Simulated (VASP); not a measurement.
A convergence study with VASP on CoSi2 (fluorite): one setting is varied, all else stays as given below, so the limit is that of these other settings.

```
CoSi2
1.0
    0.00000     2.68000     2.68000
    2.68000     0.00000     2.68000
    2.68000     2.68000     0.00000
Co Si
1 2
Direct
  0.00000   0.00000   0.00000
  0.25000   0.25000   0.25000
  0.75000   0.75000   0.75000
```

The numbers are results of PBE GGA, VASP's PBE PAW potentials (set 64) (plane waves; VASP 6.6.1), not measurements. The tightest run used: 550 eV cut-off, 19×19×19 Γ-centred mesh, tetrahedra with Blöchl corrections, potentials Co Si.

Problem. The settings run are 3×3×3 mesh; 4×4×4 mesh; 5×5×5 mesh; 6×6×6 mesh; 7×7×7 mesh; 8×8×8 mesh; 9×9×9 mesh; 10×10×10 mesh; 11×11×11 mesh; 12×12×12 mesh; 13×13×13 mesh; 14×14×14 mesh; 15×15×15 mesh; 16×16×16 mesh; 17×17×17 mesh; 18×18×18 mesh; 19×19×19 mesh. From which on does the stress (every component) stay within 0.5 GPa of the tightest run?

Solution. From 4×4×4 mesh on: it is off by 0.20 there and by no more than 0.5 in any finer run, while 3×3×3 mesh is off by 1.07.
| setting | E (eV/atom) | pressure (GPa) | irreducible k-points | difference judged (GPa) |
|---|---|---|---|---|
| 3×3×3 mesh | -6.4085 | 0.87 | 4 | 1.07 |
| 4×4×4 mesh | -6.4219 | 0.00 | 8 | 0.20 |
| 5×5×5 mesh | -6.4367 | -0.45 | 10 | 0.25 |
| 6×6×6 mesh | -6.4296 | -0.44 | 16 | 0.24 |
| 7×7×7 mesh | -6.4340 | -0.22 | 20 | 0.02 |
| 8×8×8 mesh | -6.4301 | -0.36 | 29 | 0.17 |
| 9×9×9 mesh | -6.4313 | -0.32 | 35 | 0.12 |
| 10×10×10 mesh | -6.4316 | -0.19 | 47 | 0.01 |
| 11×11×11 mesh | -6.4316 | -0.22 | 56 | 0.02 |
| 12×12×12 mesh | -6.4316 | -0.24 | 72 | 0.04 |
| 13×13×13 mesh | -6.4311 | -0.21 | 84 | 0.02 |
| 14×14×14 mesh | -6.4315 | -0.20 | 104 | 0.00 |
| 15×15×15 mesh | -6.4315 | -0.26 | 120 | 0.07 |
| 16×16×16 mesh | -6.4314 | -0.22 | 145 | 0.02 |
| 17×17×17 mesh | -6.4314 | -0.20 | 165 | 0.01 |
| 18×18×18 mesh | -6.4315 | -0.27 | 195 | 0.07 |
| 19×19×19 mesh | -6.4315 | -0.20 | 220 | 0.00 |

Left out are rungs that failed or repeat a setting and relaxations that didn't move; long series are thinned to 24 rows.

The compound is CoSi2 in the fluorite structure. The cell was not relaxed at this level. The run is not spin-polarised, so no magnetic state was tried. The electron count is odd and the run is not spin-polarised, which forces a metal.
